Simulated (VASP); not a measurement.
# Au (Gold): which input changes matter, part 2 of 3

Aim: change the input of a sound run on Au (Gold) piece by piece and see what each change does. All runs use PBEsol. The start is a cell from a database of measured crystal structures.

VASP 6.6.1; PBEsol; plane waves and PAW (Au).

Still holding for the runs below: This run has no spin polarisation. Its electron count is odd, so without a moment it is a metal by construction. The k-mesh is coarse for a metal.

So far. Step 2 (Reference run): The pressure is 1.12 GPa and the largest force 0.000 eV/Å, so the cell is not at a minimum at these settings. Step 3 (A single point (PBEsol) with a changed input): Against the reference run the energy at zero smearing moves by +0.06 meV an atom and the pressure by +0.06 GPa.

The database entry behind the starting cell differs from later determinations by our own check (about 0.15 % short), so it need not match the best structure at ambient conditions.

### Step 5. Total energy, forces and stress (PBEsol) with a changed input, try 2

A single point gives energy, forces and stress at these settings. Some settings are moved from the usual, to see what they do.

The input, INCAR:

```
SYSTEM = Au
PREC = Accurate
ENCUT = 400
EDIFF = 1E-06
NELM = 100
ISMEAR = -4
SIGMA = 0.5
LREAL = .FALSE.
ALGO = Normal
GGA = PS
NBANDS = 11
LASPH = .TRUE.
LORBIT = 11
LWAVE = .FALSE.
LCHARG = .FALSE.
KPAR = 2
ISIF = 2
```

The input, POSCAR:

```
Au
1.0
    0.0000000000      2.0360000000      2.0360000000
    2.0360000000      0.0000000000      2.0360000000
    2.0360000000      2.0360000000      0.0000000000
Au
1
Direct
    0.0000000000      0.0000000000      0.0000000000
```

The input, KPOINTS:

```
Automatic mesh
0
Gamma
9 9 9
0 0 0
```

Potentials, in the order of the species: Au (PBE family, release 64).

Run with:

```bash
$ mpirun -np 2 vasp_std
```

The program printed:

```text
[banner, memory and clock lines left out]
running    2 mpi-ranks, on    1 nodes
 distrk:  each k-point on    1 cores,    2 groups
 distr:  one band on    1 cores,    1 groups

 POSCAR found type information on POSCAR Au
 POSCAR found :  1 types and       1 ions
 [... a notice as in an earlier step ...]

 LDA part: xc-table for (Slater+PW92), standard interpolation
 POSCAR, INCAR and KPOINTS ok, starting setup
 FFT: planning ... GRIDC
 FFT: planning ... GRID_SOFT
 FFT: planning ... GRID
 WAVECAR not read
 entering main loop
       N       E                     dE             d eps       ncg     rms          rms(c)
DAV:   1     0.350124144089E+02    0.35012E+02   -0.48677E+03   890   0.704E+02
DAV:   2    -0.376549795213E+01   -0.38778E+02   -0.36912E+02   857   0.163E+02
DAV:   3    -0.416385282800E+01   -0.39835E+00   -0.39818E+00   875   0.160E+01
DAV:   4    -0.416510659567E+01   -0.12538E-02   -0.12537E-02   860   0.107E+00
DAV:   5    -0.416511532882E+01   -0.87332E-05   -0.87330E-05   866   0.836E-02    0.100E+01
DAV:   6    -0.384351585677E+01    0.32160E+00   -0.91255E-01   803   0.810E+00    0.618E+00
DAV:   7    -0.381922479894E+01    0.24291E-01   -0.82972E-02   878   0.241E+00    0.293E+00
DAV:   8    -0.381609245505E+01    0.31323E-02   -0.19114E-03   827   0.427E-01    0.304E-01
DAV:   9    -0.381608051061E+01    0.11944E-04   -0.90163E-06   860   0.289E-02    0.143E-02
DAV:  10    -0.381608391802E+01   -0.34074E-05   -0.11234E-06   791   0.881E-03    0.114E-03
DAV:  11    -0.381608399440E+01   -0.76374E-07   -0.55305E-08   451   0.208E-03
   1 F= -.38160840E+01 E0= -.38160840E+01  d E =0.000000E+00
|                                                                             |
|           W    W    AA    RRRRR   N    N  II  N    N   GGGG   !!!           |
|           W    W   A  A   R    R  NN   N  II  NN   N  G    G  !!!           |
|           W    W  A    A  R    R  N N  N  II  N N  N  G       !!!           |
|           W WW W  AAAAAA  RRRRR   N  N N  II  N  N N  G  GGG   !            |
|           WW  WW  A    A  R   R   N   NN  II  N   NN  G    G                |
|           W    W  A    A  R    R  N    N  II  N    N   GGGG   !!!           |
|                                                                             |
|     Tetrahedron method does not include variations of the Fermi             |
|     occupations, so forces and stress will be inaccurate. We suggest        |
|     using a different smearing scheme ISMEAR = 1 or 2 for metals in         |
|     relaxations.                                                            |
|                                                                             |
```

Wall time 3.6 s (2 MPI ranks of AMD EPYC 7R43, shared host); peak memory 0.18 GiB.

OUTCAR, selected parts (step 5):

```text
   NELECT =      11.0000    total number of electrons

 E-fermi :   9.5332

 k-point     1 :       0.0000    0.0000    0.0000
  band No.  band energies     occupation
    ...
      2       4.6954      2.00000
      3       4.6954      2.00000
      4       4.6954      2.00000
      5       6.2497      2.00000
      6       6.2497      2.00000
      7      23.9263      0.00000
      8      27.9759      0.00000
      9      27.9759      0.00000
     10      27.9759      0.00000
     11      32.8766      0.00000

  Total        0.1968614      0.1968614      0.1968614      0.0000000      0.0000000     -0.0000000
  in kB       18.6856360     18.6856360     18.6856360      0.0000000      0.0000000     -0.0000000
  external PRESSURE =      18.6856360 kB  Pullay stress =       0.0000000 kB

  FREE ENERGIE OF THE ION-ELECTRON SYSTEM (eV)
  ---------------------------------------------------
  free  energy   TOTEN  =        -3.8160839944 eV

  energy  without entropy=       -3.8160839944  energy(sigma->0) =       -3.81608399

[... 9 parts as in an earlier step ...]

[... 9 further parts left out ...]
```

With tetrahedra the forces and stress of a metal are not exact derivatives of the energy.

This step gave:

```
free energy (TOTEN) : -3.816 eV
Fermi energy        : 9.533 eV
pressure            : 1.869 GPa
```

Against the reference run the energy at zero smearing moves by +131.81 meV an atom and the pressure by +0.75 GPa.

### Step 6. Full relaxation (PBEsol) with a changed input

The start need not lie at this functional's minimum. ISIF = 3 frees volume, shape and positions, and EDIFFG sets the threshold on forces and stress at which the search stops. Some settings are moved from the usual, to see what they do.

The input, INCAR:

```
SYSTEM = Au
PREC = Accurate
ENCUT = 800
EDIFF = 1E-06
NELM = 100
ISMEAR = -1
SIGMA = 0.05
LREAL = .FALSE.
ALGO = Normal
GGA = PS
NBANDS = 7
LASPH = .TRUE.
LORBIT = 11
LWAVE = .FALSE.
LCHARG = .FALSE.
KPAR = 2
IBRION = 2
NSW = 60
ISIF = 3
EDIFFG = -0.05
```

POSCAR is that of step 5.

KPOINTS is that of step 5.

Run with:

```bash
$ mpirun -np 2 vasp_std
```

The program printed:

```text
[... set-up lines as in an earlier step ...]
 entering main loop
       N       E                     dE             d eps       ncg     rms          rms(c)
DAV:   1     0.657149297874E+02    0.65715E+02   -0.76082E+03   490   0.202E+03
DAV:   2    -0.388978396940E+01   -0.69605E+02   -0.67388E+02   546   0.295E+02
DAV:   3    -0.428369249942E+01   -0.39391E+00   -0.39390E+00   602   0.280E+01
DAV:   4    -0.428492394220E+01   -0.12314E-02   -0.12314E-02   651   0.137E+00
DAV:   5    -0.428493060830E+01   -0.66661E-05   -0.66668E-05   602   0.987E-02    0.982E+00
DAV:   6    -0.397386738996E+01    0.31106E+00   -0.11147E+00   518   0.126E+01    0.606E+00
DAV:   7    -0.395118731437E+01    0.22680E-01   -0.91371E-02   574   0.343E+00    0.288E+00
DAV:   8    -0.394816121003E+01    0.30261E-02   -0.13343E-03   504   0.538E-01    0.251E-01
DAV:   9    -0.394815138027E+01    0.98298E-05   -0.16145E-05   595   0.467E-02    0.199E-02
DAV:  10    -0.394815505917E+01   -0.36789E-05   -0.98984E-07   420   0.156E-02    0.113E-03
DAV:  11    -0.394815508649E+01   -0.27318E-07   -0.24679E-08   308   0.230E-03
   1 F= -.39481551E+01 E0= -.39479039E+01  d E =-.394816E+01
 curvature:   0.00 expect dE= 0.000E+00 dE for cont linesearch  0.000E+00
 trial: gam= 0.00000 g(F)=  0.183E-65 g(S)=  0.219E-02 ort = 0.000E+00 (trialstep = 0.100E+01)
 search vector abs. value=  0.219E-02
 bond charge predicted
       N       E                     dE             d eps       ncg     rms          rms(c)
DAV:   1    -0.398603364454E+01   -0.37879E-01   -0.87579E-01   490   0.131E+01    0.117E+00
DAV:   2    -0.394911270532E+01    0.36921E-01   -0.13339E-01   490   0.445E+00    0.518E-01
DAV:   3    -0.394738971569E+01    0.17230E-02   -0.88990E-03   511   0.105E+00    0.370E-01
DAV:   4    -0.394736921278E+01    0.20503E-04   -0.24717E-04   497   0.177E-01    0.215E-02
DAV:   5    -0.394737099777E+01   -0.17850E-05   -0.13945E-05   546   0.382E-02    0.280E-03
DAV:   6    -0.394737124233E+01   -0.24456E-06   -0.32919E-07   252   0.807E-03
   2 F= -.39473712E+01 E0= -.39471287E+01  d E =0.783844E-03
 trial-energy change:    0.000784  1 .order    0.000738   -0.002194    0.003670
 step:   0.3633(harm=  0.3742)  dis= 0.00000  next Energy=    -3.948551 (dE=-0.396E-03)
 bond charge predicted
       N       E                     dE             d eps       ncg     rms          rms(c)
DAV:   1    -0.396429707537E+01   -0.16926E-01   -0.35436E-01   490   0.831E+00    0.748E-01
DAV:   2    -0.394920635316E+01    0.15091E-01   -0.55511E-02   490   0.285E+00    0.296E-01
DAV:   3    -0.394854255378E+01    0.66380E-03   -0.35188E-03   511   0.661E-01    0.211E-01
DAV:   4    -0.394855057191E+01   -0.80181E-05   -0.12132E-04   504   0.121E-01    0.121E-02
DAV:   5    -0.394854990701E+01    0.66491E-06   -0.30550E-06   490   0.228E-02
   3 F= -.39485499E+01 E0= -.39483027E+01  d E =-.394821E-03
 curvature:  -0.19 expect dE=-0.869E-07 dE for cont linesearch -0.869E-07
 trial: gam= 0.00000 g(F)=  0.117E-63 g(S)=  0.465E-06 ort =-0.319E-04 (trialstep = 0.873E+00)
 search vector abs. value=  0.465E-06
 reached required accuracy - stopping structural energy minimisation
```

It took 12 s on 2 MPI ranks; peak memory 0.27 GiB.

From OUTCAR (step 6):

```text
   k-points           NKPTS =     35   k-points in BZ     NKDIM =     35   number of bands    NBANDS=      7

   ENCUT  =  800.0 eV  58.80 Ry    7.67 a.u.   6.64  6.64  6.64*2*pi/ulx,y,z

   NELECT =      11.0000    total number of electrons

 E-fermi :   9.2974

 k-point     1 :       0.0000    0.0000    0.0000
  band No.  band energies     occupation
    ...
      2       4.6393      2.00000
      3       4.6393      2.00000
      4       4.6393      2.00000
      5       6.1765      2.00000
      6       6.1765      2.00000
      7      23.8274      0.00000

  Total       -0.0017916     -0.0017916     -0.0017916      0.0000000     -0.0000000     -0.0000000
  in kB       -0.1689607     -0.1689607     -0.1689607      0.0000000     -0.0000000     -0.0000000
  external PRESSURE =      -0.1689607 kB  Pullay stress =       0.0000000 kB

 POSITION                                       TOTAL-FORCE (eV/Angst)
 -----------------------------------------------------------------------------------
      0.00000      0.00000     -0.00000         0.000000      0.000000     -0.000000
 -----------------------------------------------------------------------------------
    total drift:                                0.000000     -0.000000      0.000000

  FREE ENERGIE OF THE ION-ELECTRON SYSTEM (eV)
  ---------------------------------------------------
  free  energy   TOTEN  =        -3.9485499070 eV

  energy  without entropy=       -3.9480555420  energy(sigma->0) =       -3.94830272

 reached required accuracy - stopping structural energy minimisation

[... 5 parts as in an earlier step ...]

[... 10 further parts left out ...]
```

The run keeps the 48 symmetry operations of its start, so it cannot find a distortion of lower symmetry.

Step by step:

| step | energy less that of the first step (eV) | largest force (eV/Å) | pressure (GPa) | volume (Å³) |
| --- | --- | --- | --- | --- |
| 1 | 0.0000 | 0.0000 | 1.17 | 16.88 |
| 2 | 0.0008 | 0.0000 | -1.92 | 17.18 |
| 3 | -0.0004 | 0.0000 | -0.02 | 16.99 |

| conventional cell, symmetrised | before | after | change |
| --- | --- | --- | --- |
| a (Å) | 4.072 | 4.081 | +0.2 % |
| b (Å) | 4.072 | 4.081 | +0.2 % |
| c (Å) | 4.072 | 4.081 | +0.2 % |
| volume (Å³/atom) | 16.88 | 16.99 | +0.6 % |

Final coordinates:

```cif
data_structure
_symmetry_space_group_name_H-M 'P 1'
_symmetry_Int_Tables_number 1
_cell_length_a 2.8856
_cell_length_b 2.8856
_cell_length_c 2.8856
_cell_angle_alpha 60.000
_cell_angle_beta 60.000
_cell_angle_gamma 60.000
_cell_volume 16.99
loop_
_atom_site_label
_atom_site_type_symbol
_atom_site_fract_x
_atom_site_fract_y
_atom_site_fract_z
_atom_site_occupancy
Au1 Au 0.00000 0.00000 0.00000 1
```

This step gave:

| Item | Value |
| --- | --- |
| bands | 7 |
| free energy (TOTEN) | -3.949 eV |
| Fermi energy | 9.297 eV |
| pressure | -0.01690 GPa |
| SCF cycles over all ionic steps | 22 |

It ends with forces that vanish by symmetry and a pressure of -0.02 GPa.

### Step 7. Full relaxation (PBEsol) with a changed input, try 2

This run is made with a changed input; what comes of it follows.

The input, INCAR:

```
SYSTEM = Au
PREC = Accurate
ENCUT = 400
EDIFF = 1E-06
NELM = 57
ISMEAR = -1
SIGMA = 0.05
LREAL = .FALSE.
ALGO = Normal
GGA = PS
NBANDS = 11
LASPH = .TRUE.
LORBIT = 11
LWAVE = .FALSE.
LCHARG = .FALSE.
KPAR = 2
IBRION = 1
NSW = 30
ISIF = 3
EDIFFG = -0.01
POTIM = 2
```

POSCAR is that of step 6.

KPOINTS is that of step 6.

Run with:

```bash
$ mpirun -np 2 vasp_std
```

The program printed:

```text
[... set-up lines as in an earlier step ...]
 entering main loop
       N       E                     dE             d eps       ncg     rms          rms(c)
[... 11 cycles as in an earlier step ...]
   1 F= -.39481478E+01 E0= -.39478965E+01  d E =-.394815E+01
 BRION: g(F)=  0.153E-62 g(S)=  0.801E-02
 bond charge predicted
       N       E                     dE             d eps       ncg     rms          rms(c)
DAV:   1    -0.447689384668E+01   -0.52875E+00   -0.10485E+01   800   0.315E+01    0.478E+00
DAV:   2    -0.394001844706E+01    0.53688E+00   -0.16077E+00   791   0.106E+01    0.225E+00
DAV:   3    -0.391594096894E+01    0.24077E-01   -0.98368E-02   854   0.255E+00    0.167E+00
DAV:   4    -0.391547795910E+01    0.46301E-03   -0.27557E-03   809   0.364E-01    0.254E-01
DAV:   5    -0.391551963122E+01   -0.41672E-04   -0.26653E-04   899   0.946E-02    0.644E-03
DAV:   6    -0.391552632875E+01   -0.66975E-05   -0.42759E-06   859   0.157E-02    0.159E-03
DAV:   7    -0.391552605191E+01    0.27684E-06   -0.43352E-08   445   0.158E-03
   2 F= -.39155261E+01 E0= -.39152824E+01  d E =0.326218E-01
[...]
3 F= -.39485022E+01 E0= -.39482551E+01  d E =-.329762E-01
 BRION: g(F)=  0.985E-62 g(S)=  0.771E-04 retain N=  1 mean eig= 0.10
 eig:   0.101
 bond charge predicted
       N       E                     dE             d eps       ncg     rms          rms(c)
DAV:   1    -0.394856164077E+01   -0.60134E-04   -0.10329E-03   809   0.313E-01    0.442E-02
DAV:   2    -0.394850768698E+01    0.53954E-04   -0.15913E-04   800   0.105E-01    0.185E-02
DAV:   3    -0.394850570019E+01    0.19868E-05   -0.10144E-05   809   0.258E-02    0.133E-02
DAV:   4    -0.394850628013E+01   -0.57994E-06   -0.36350E-07   447   0.426E-03
   4 F= -.39485063E+01 E0= -.39482588E+01  d E =-.407354E-05
 BRION: g(F)=  0.164E-61 g(S)=  0.113E-06 retain N=  1 mean eig= 0.10
 eig:   0.105
 reached required accuracy - stopping structural energy minimisation
```

Run time: 8.8 s. Hardware: 2 MPI ranks; peak memory 0.21 GiB.

Parts of OUTCAR (step 7):

```text
   NELECT =      11.0000    total number of electrons

 E-fermi :   9.3025

 k-point     1 :       0.0000    0.0000    0.0000
  band No.  band energies     occupation
    ...
      2       4.6440      2.00000
      3       4.6440      2.00000
      4       4.6440      2.00000
      5       6.1821      2.00000
      6       6.1821      2.00000
      7      23.8333      0.00000
      8      27.8444      0.00000
      9      27.8444      0.00000
     10      27.8444      0.00000
     11      32.7218      0.00000

  Total       -0.0004409     -0.0004409     -0.0004409     -0.0000000      0.0000000     -0.0000000
  in kB       -0.0415950     -0.0415950     -0.0415950     -0.0000000      0.0000000     -0.0000000
  external PRESSURE =      -0.0415950 kB  Pullay stress =       0.0000000 kB

  FREE ENERGIE OF THE ION-ELECTRON SYSTEM (eV)
  ---------------------------------------------------
  free  energy   TOTEN  =        -3.9485062801 eV

  energy  without entropy=       -3.9480113767  energy(sigma->0) =       -3.94825883

[... 9 parts as in an earlier step ...]

[... 10 further parts left out ...]
```

CONTCAR:

```
Au
   1.00000000000000
     0.0000000000000001    2.0401537567957631    2.0401537567957622
     2.0401537567957626   -0.0000000000000001    2.0401537567957626
     2.0401537567957622    2.0401537567957631   -0.0000000000000000
  Au
     1
Direct
     0.0000000000000000    0.0000000000000000    0.0000000000000000
```

The run converged. In volume (within 0.3 %) and energy (within 2 meV an atom) it ends like the sound relaxation.

Settings moved from the usual: NELM = 57, NSW = 30, POTIM = 2.0 and IBRION = 1.

### Step 8. A single point (PBEsol) with a changed input, try 2

A single point gives energy, forces and stress at these settings. Some settings are moved from the usual, to see what they do.

The input, INCAR:

```
SYSTEM = Au
PREC = Accurate
ENCUT = 400
EDIFF = 1E-04
NELM = 100
ISMEAR = -1
SIGMA = 0.05
LREAL = .FALSE.
ALGO = Normal
GGA = PS
NBANDS = 11
LASPH = .TRUE.
LORBIT = 11
LWAVE = .FALSE.
LCHARG = .FALSE.
KPAR = 2
ISIF = 2
NELMDL = 0
```

POSCAR is that of step 7.

KPOINTS is that of step 7.

Run with:

```bash
$ mpirun -np 2 vasp_std
```

The program printed:

```text
[... set-up lines as in an earlier step ...]
 entering main loop
       N       E                     dE             d eps       ncg     rms          rms(c)
[... 4 cycles as in an earlier step ...]
DAV:   5    -0.428469424200E+01   -0.86049E-05   -0.86036E-05   818   0.835E-02    0.981E+00
DAV:   6    -0.397375142296E+01    0.31094E+00   -0.89593E-01   803   0.798E+00    0.607E+00
DAV:   7    -0.395116565195E+01    0.22586E-01   -0.73965E-02   875   0.227E+00    0.289E+00
DAV:   8    -0.394815190740E+01    0.30137E-02   -0.13187E-03   821   0.353E-01    0.258E-01
DAV:   9    -0.394814506635E+01    0.68411E-05   -0.19603E-05   475   0.365E-02
   1 F= -.39481451E+01 E0= -.39478937E+01  d E =-.502831E-03
```

The job ended after 3 s (2 MPI ranks; peak memory 0.17 GiB).

Parts of OUTCAR (step 8):

```text
   NELECT =      11.0000    total number of electrons

 E-fermi :   9.3899

 k-point     1 :       0.0000    0.0000    0.0000
  band No.  band energies     occupation
    ...
      2       4.7145      2.00000
      3       4.7145      2.00000
      4       4.7145      2.00000
      5       6.2694      2.00000
      6       6.2694      2.00000
      7      23.9283      0.00000
      8      27.9741      0.00000
      9      27.9741      0.00000
     10      27.9741      0.00000
     11      32.8719      0.00000

  Total        0.1096253      0.1096253      0.1096253      0.0000000      0.0000000     -0.0000000
  in kB       10.4053863     10.4053863     10.4053863      0.0000000      0.0000000     -0.0000000
  external PRESSURE =      10.4053863 kB  Pullay stress =       0.0000000 kB

  FREE ENERGIE OF THE ION-ELECTRON SYSTEM (eV)
  ---------------------------------------------------
  free  energy   TOTEN  =        -3.9481450664 eV

  energy  without entropy=       -3.9476422352  energy(sigma->0) =       -3.94789365

[... 10 parts as in an earlier step ...]

[... 8 further parts left out ...]
```

The run converged, and its energy and pressure stay near those of the sound run.

Against the sound run on this cell (reference run) the energy at zero smearing moves by +0.0 meV an atom and the pressure by -0.08 GPa.

Settings moved from the usual: NELMDL = 0 and EDIFF = 0.0001.

The log speaks of NELMDL: with random orbitals VASP wants a delay before mixing. NELMDL acts on the way to self-consistency or on speed; a fully converged result doesn't depend on them, though slow mixing can meet EDIFF with the stress still off.

[end of part 2 of 3]

[Lines on the potential files, build, host, timing and source positions are cut from VASP's logs without a mark.]

[Logs are printed without paths, hosts, clocks, repeated set-up lines and the standing remarks that a program may print on its own settings, such as how far it seeks lower states.]

[Hosts, paths, dates, database ids (printed as entryN), source tags and the programs' standing remarks are cut or masked in the printed files.]

[A measured line is paired with the nearest computed mode of its activity, which favours agreement.]

[In band tables of VASP the shares of atoms and orbitals are scaled to a sum of 1 inside the atoms' spheres.]
